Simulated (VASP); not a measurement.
Consider the following.

```
CELL_PARAMETERS angstrom
      4.95800     0.00000     0.00000
     -2.47900     4.29375     0.00000
      0.00000     0.00000     3.64000
ATOMIC_POSITIONS crystal
  La 0.00000 0.00000 0.00000
  Hg 0.33333 0.66667 0.50000
  Hg 0.66667 0.33333 0.50000
```

Computed with PBEsol GGA, VASP's PBE PAW potentials (set 64) (plane waves; VASP). Run with 300 eV cut-off, 5×5×6 Γ-centred mesh, Gaussian smearing of 0.10 eV, potentials La Hg.

At this cut-off the stress carries a Pulay error, which pulls relaxed volumes low. Unless said otherwise, spin-orbit coupling is left out, though it shifts the bands of the heavy elements here.

Task: Estimate the energy per atom (σ→0), pressure, band gap (on the k-mesh) with the smallest direct gap where there is one.

Result: 
```yaml
band gap (on the k-mesh): none (metal, semimetal or under 0.01 eV)
energy per atom (σ→0): -2.748 eV/atom
pressure: -1.10 GPa
```

Only differences to runs with the same potentials and settings are physical.

The structure comes from a measured LaHg2 entry of the Crystallography Open Database, whose conditions weren't checked. The cell was not relaxed at this level. The electron count is odd and the run is not spin-polarised, which forces a metal.
